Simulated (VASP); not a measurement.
Energy against volume of AlN (wurtzite). Method: rev-vdW-DF2, VASP's PBE PAW potentials (set 64) (plane waves; VASP 6.6.1). Settings: 520 eV cut-off, 8×8×5 Γ-centred mesh, Gaussian smearing of 0.050 eV, potentials Al N.

Shape and ions are relaxed at each volume.

| V (Å³/atom) | E (eV/atom) |
|---|---|
| 10.231 | -6.43020 |
| 10.548 | -6.43653 |
| 10.864 | -6.43112 |
| 11.181 | -6.41557 |

Fit these four points and predict the energy of the run at 9.915 Å³/atom.

A cubic in V^(−2/3), the third-order Birch-Murnaghan form, passes through the four points with V0 = 10.55 Å³/atom and B0 = 197 GPa, and gives -6.4103 eV/atom there. The run gave -6.4103 eV/atom, -0.0 meV/atom from the fit; all five points give B0 = 197 GPa.

The compound is AlN in the wurtzite structure. It was relaxed first.
